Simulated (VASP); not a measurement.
Output of a VASP run:

**OSZICAR**
```
...
RMM:   7    -0.269540581178E+03   -0.92060E-05   -0.39187E-04   652   0.334E-02    0.633E-02
RMM:   8    -0.269540592555E+03   -0.11377E-04   -0.12864E-04   578   0.218E-02    0.172E-02
RMM:   9    -0.269540594333E+03   -0.17780E-05   -0.29898E-05   458   0.830E-03
   2 F= -.26954059E+03 E0= -.26954059E+03  d E =-.566515E-01  mag=     2.0000
       N       E                     dE             d eps       ncg     rms          rms(c)
DAV:   1    -0.269488058719E+03    0.52534E-01   -0.31150E+00   849   0.796E+00    0.119E+00
RMM:   2    -0.269544488171E+03   -0.56429E-01   -0.49931E-01   721   0.136E+00    0.823E-01
RMM:   3    -0.269562735763E+03   -0.18248E-01   -0.14057E-01   683   0.595E-01    0.106E+00
RMM:   4    -0.269555666751E+03    0.70690E-02   -0.14109E-02   680   0.266E-01    0.292E-01
RMM:   5    -0.269555902664E+03   -0.23591E-03   -0.19658E-03   707   0.836E-02    0.217E-01
RMM:   6    -0.269555821435E+03    0.81229E-04   -0.70305E-04   673   0.466E-02    0.112E-01
RMM:   7    -0.269555842799E+03   -0.21363E-04   -0.28824E-04   641   0.282E-02    0.487E-02
RMM:   8    -0.269555850001E+03   -0.72027E-05   -0.71561E-05   516   0.164E-02
   3 F= -.26955585E+03 E0= -.26955585E+03  d E =-.719072E-01  mag=     2.0000
       N       E                     dE             d eps       ncg     rms          rms(c)
DAV:   1    -0.269558507848E+03   -0.26650E-02   -0.40551E-01   800   0.230E+00    0.386E-01
RMM:   2    -0.269565851148E+03   -0.73433E-02   -0.54741E-02   703   0.516E-01    0.676E-01
RMM:   3    -0.269564108229E+03    0.17429E-02   -0.13365E-02   687   0.229E-01    0.161E-01
RMM:   4    -0.269564206820E+03   -0.98592E-04   -0.10652E-03   689   0.754E-02    0.959E-02
RMM:   5    -0.269564185300E+03    0.21520E-04   -0.32225E-04   673   0.374E-02    0.443E-02
RMM:   6    -0.269564199804E+03   -0.14504E-04   -0.14232E-04   614   0.204E-02    0.166E-02
RMM:   7    -0.269564205642E+03   -0.58387E-05   -0.26254E-05   459   0.908E-03
   4 F= -.26956421E+03 E0= -.26956421E+03  d E =-.835564E-02  mag=     2.0000
       N       E                     dE             d eps       ncg     rms          rms(c)
DAV:   1    -0.269561083758E+03    0.31160E-02   -0.41421E-01   793   0.232E+00    0.393E-01
RMM:   2    -0.269569110481E+03   -0.80267E-02   -0.57160E-02   705   0.527E-01    0.739E-01
RMM:   3    -0.269566741555E+03    0.23689E-02   -0.14074E-02   689   0.237E-01    0.154E-01
RMM:   4    -0.269566900695E+03   -0.15914E-03   -0.11010E-03   687   0.764E-02    0.979E-02
RMM:   5    -0.269566879150E+03    0.21545E-04   -0.32858E-04   676   0.379E-02    0.450E-02
RMM:   6    -0.269566895377E+03   -0.16227E-04   -0.14972E-04   621   0.206E-02    0.170E-02
RMM:   7    -0.269566901295E+03   -0.59179E-05   -0.24905E-05   457   0.907E-03
   5 F= -.26956690E+03 E0= -.26956690E+03  d E =-.110513E-01  mag=     2.0000
       N       E                     dE             d eps       ncg     rms          rms(c)
DAV:   1    -0.269566177848E+03    0.71753E-03   -0.20406E-01   793   0.183E+00    0.282E-01
RMM:   2    -0.269570211968E+03   -0.40341E-02   -0.30512E-02   711   0.378E-01    0.456E-01
RMM:   3    -0.269569672884E+03    0.53908E-03   -0.79936E-03   681   0.165E-01    0.151E-01
RMM:   4    -0.269569649922E+03    0.22962E-04   -0.57574E-04   678   0.581E-02    0.687E-02
RMM:   5    -0.269569641563E+03    0.83594E-05   -0.13799E-04   594   0.241E-02    0.386E-02
RMM:   6    -0.269569644490E+03   -0.29268E-05   -0.72263E-05   524   0.145E-02
   6 F= -.26956964E+03 E0= -.26956964E+03  d E =-.274319E-02  mag=     2.0000
```

OUTCAR:
```
------------------------ aborting loop because EDIFF is reached ----------------------------------------
  FORCE on cell =-STRESS in cart. coord.  units (eV):
  Direction    XX          YY          ZZ          XY          YZ          ZX
  --------------------------------------------------------------------------------------
  Total      -16.1322745    -16.1298563    -16.1259922     -0.0029605     -0.0178131     -0.0392271
  in kB      -16.8965789    -16.8940461    -16.8899989     -0.0031008     -0.0186570     -0.0410856
  external PRESSURE =     -16.8935413 kB  Pullay stress =       0.0000000 kB
  volume of cell :     1529.70
      direct lattice vectors                 reciprocal lattice vectors
    11.522210421  0.000000000  0.000000000     0.086788903  0.000000000  0.000000000
     0.000000000 11.522210421  0.000000000     0.000000000  0.086788903  0.000000000
     0.000000000  0.000000000 11.522210421     0.000000000  0.000000000  0.086788903
  FREE ENERGIE OF THE ION-ELECTRON SYSTEM (eV)
  ---------------------------------------------------
  free  energy   TOTEN  =      -269.5696444898 eV

  energy  without entropy=     -269.5696444678  energy(sigma->0) =     -269.56964448

 total charge

# of ion       s       p       d       tot
------------------------------------------
    1        1.066   1.115   0.120   2.300
    2        1.059   1.130   0.122   2.311
    3        1.059   1.129   0.122   2.310
    4        1.058   1.130   0.123   2.310
    5        1.059   1.129   0.122   2.310
    6        1.057   1.133   0.124   2.314
    7        1.059   1.130   0.122   2.311
    8        1.059   1.129   0.122   2.310
    9        1.063   1.110   0.118   2.292
   10        1.064   1.111   0.118   2.293
   11        1.057   1.132   0.124   2.312
   12        1.063   1.111   0.118   2.293
   13        1.059   1.130   0.122   2.311
   14        1.066   1.116   0.120   2.302
   15        1.059   1.131   0.122   2.312
   16        1.059   1.129   0.122   2.310
   17        1.063   1.110   0.118   2.292
   18        1.064   1.110   0.118   2.292
   19        1.066   1.114   0.120   2.300
   20        1.063   1.110   0.118   2.292
   21        1.063   1.111   0.118   2.292
   22        1.059   1.130   0.122   2.311
   23        1.063   1.111   0.118   2.293
   24        1.063   1.112   0.118   2.293
   25        1.059   1.129   0.122   2.310
   26        1.057   1.133   0.124   2.313
   27        1.063   1.111   0.118   2.293
   28        1.059   1.130   0.122   2.311
   29        1.063   1.112   0.119   2.294
   30        1.063   1.111   0.118   2.293
   31        1.059   1.130   0.122   2.312
   32        1.204   1.565   0.024   2.792
   33        1.204   1.566   0.024   2.793
   34        1.204   1.565   0.024   2.792
   35        1.200   1.577   0.024   2.801
   36        1.199   1.579   0.024   2.802
   37        1.199   1.579   0.024   2.802
   38        1.200   1.577   0.024   2.801
   39        1.199   1.579   0.024   2.802
   40        1.211   1.548   0.026   2.786
   41        1.199   1.579   0.024   2.802
   42        1.199   1.579   0.024   2.802
   43        1.199   1.579   0.024   2.802
   44        1.200   1.577   0.024   2.801
   45        1.204   1.565   0.024   2.793
   46        1.204   1.566   0.024   2.793
   47        1.199   1.579   0.024   2.802
   48        1.211   1.548   0.026   2.786
...
```
(Selected blocks of OUTCAR.)

**POSCAR**
```
Ga31MnAs32
1
   11.5222104212    -0.0000000000    -0.0000000000
   -0.0000000000    11.5222104212     0.0000000000
    0.0000000000     0.0000000000    11.5222104212
Ga As Mn
31 32 1
Direct
  0.5000000000   0.0000000000   0.0000000000
  0.7500000000   0.2500000000   0.0000000000
  0.7500000000   0.0000000000   0.2500000000
  0.0000000000   0.0000000000   0.0000000000
  0.2500000000   0.2500000000   0.0000000000
  0.5000000000   0.5000000000   0.0000000000
  0.7500000000   0.7500000000   0.0000000000
  0.2500000000   0.0000000000   0.2500000000
  0.5000000000   0.2500000000   0.2500000000
  0.7500000000   0.5000000000   0.2500000000
  0.5000000000   0.0000000000   0.5000000000
  0.7500000000   0.2500000000   0.5000000000
  0.7500000000   0.0000000000   0.7500000000
  0.0000000000   0.5000000000   0.0000000000
  0.2500000000   0.7500000000   0.0000000000
  0.0000000000   0.2500000000   0.2500000000
  0.2500000000   0.5000000000   0.2500000000
  0.5000000000   0.7500000000   0.2500000000
  0.0000000000   0.0000000000   0.5000000000
  0.2500000000   0.2500000000   0.5000000000
  0.7500000000   0.7500000000   0.5000000000
  0.2500000000   0.0000000000   0.7500000000
  0.5000000000   0.2500000000   0.7500000000
  0.7500000000   0.5000000000   0.7500000000
  0.0000000000   0.7500000000   0.2500000000
  0.0000000000   0.5000000000   0.5000000000
  0.2500000000   0.7500000000   0.5000000000
  0.0000000000   0.2500000000   0.7500000000
  0.2500000000   0.5000000000   0.7500000000
  0.5000000000   0.7500000000   0.7500000000
  0.0000000000   0.7500000000   0.7500000000
  0.6250000000   0.1250000000   0.1250000000
  0.8750000000   0.3750000000   0.1250000000
  0.8750000000   0.1250000000   0.3750000000
  0.1250000000   0.1250000000   0.1250000000
  0.3750000000   0.3750000000   0.1250000000
  0.6250000000   0.6250000000   0.1250000000
  0.8750000000   0.8750000000   0.1250000000
  0.3750000000   0.1250000000   0.3750000000
  0.6254130000   0.3791350000   0.3785160000
  0.8750000000   0.6250000000   0.3750000000
  0.6250000000   0.1250000000   0.6250000000
  0.8750000000   0.3750000000   0.6250000000
  0.8750000000   0.1250000000   0.8750000000
  0.1250000000   0.6250000000   0.1250000000
  0.3750000000   0.8750000000   0.1250000000
  0.1250000000   0.3750000000   0.3750000000
  0.3759360000   0.6266890000   0.3753570000
  0.6250000000   0.8750000000   0.3750000000
  0.1250000000   0.1250000000   0.6250000000
  0.3760740000   0.3791450000   0.6264650000
  0.6228940000   0.6213760000   0.6265390000
  0.8750000000   0.8750000000   0.6250000000
  0.3750000000   0.1250000000   0.8750000000
  0.6250000000   0.3750000000   0.8750000000
  0.8750000000   0.6250000000   0.8750000000
  0.1250000000   0.8750000000   0.3750000000
  0.1250000000   0.6250000000   0.6250000000
  0.3750000000   0.8750000000   0.6250000000
  0.1250000000   0.3750000000   0.8750000000
  0.3750000000   0.6250000000   0.8750000000
  0.6250000000   0.8750000000   0.8750000000
  0.1250000000   0.8750000000   0.8750000000
  0.4995300000   0.4975620000   0.5034130000
```

Question: Write an INCAR and KPOINTS that could have produced this output.

Answer: One answer among several that fit: the input of the run itself, PBE GGA, plane waves, VASP's PBE PAW potentials (set 64).

**KPOINTS**
```
Automatic mesh
0
Gamma
 1 1 1
0 0 0
```

### INCAR
```
SYSTEM=Ga31MnAs32
PREC=Normal; ENCUT=400; LREAL=Auto
LASPH=.TRUE.; ISYM=0; NELECT=264.0
EDIFF=1E-5; NELM=100; NELMIN=4
ALGO=Fast; LMAXMIX=4
ISMEAR=0; SIGMA=0.05
GGA=PE
MAGMOM=63*0.0 3.0
ISPIN=2
IBRION=2; NSW=60; ISIF=2
EDIFFG=-0.03
LWAVE=.FALSE.; LCHARG=.FALSE.; LORBIT=10
```

POTCAR, in this order: Ga As Mn_pv (PBE.64 set). Program: vasp_gam.

The cell is charged, with a uniform compensating background. The supercell is sampled at Γ alone, which is coarse: total energies, pressure and levels can be off, energies of defects by several tenths of an eV. The moments were started parallel, and other spin orders were not tried in this run.

The cell is a supercell with a defect, built from GaAs (zinc blende): Mn_Ga, charge +2.
